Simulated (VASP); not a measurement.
Crystal: SnTe.

```
CELL_PARAMETERS angstrom
0.00000 3.15085 3.15085
3.15085 0.00000 3.15085
3.15085 3.15085 0.00000
ATOMIC_POSITIONS crystal
Sn 0.00000 0.00000 0.00000
Te 0.50000 0.50000 0.50000
```

```yaml
Program: VASP 6.6.1
Task: relaxation of cell and atoms
Functional: PBE
Potentials_or_basis: VASP PAW PBE potentials, release 64 (Sn_d, Te)
Cutoff: 600 eV
k_mesh: 10 × 10 × 10
Occupations: gaussian, width 0.03 eV
Spin: no spin polarisation
```

At the start: pressure 2.2 GPa; volume 31.28 Å³/atom.

How do energy, volume and symmetry change on relaxing?

Over 3 steps the energy falls by 11.1 meV/atom and the volume is 32.93 Å³/atom (+5.3 %); space group Fm-3m (No. 225, to 0.05 Å).

The path:
| step | energy change (eV) | largest force (eV/Å) | pressure (GPa) | volume (Å³) |
| --- | --- | --- | --- | --- |
| 1 | 0.0000 | 0.0000 | 2.24 | 62.56 |
| 2 | -0.0211 | 0.0000 | -0.43 | 66.60 |
| 3 | -0.0222 | 0.0000 | -0.01 | 65.85 |

Final structure:
```
Sn Te
1.0
     0.00000    3.20518    3.20518
     3.20518    0.00000    3.20518
     3.20518    3.20518    0.00000
Sn Te
1 1
Direct
  0.00000 0.00000 0.00000
  0.50000 0.50000 0.50000
```
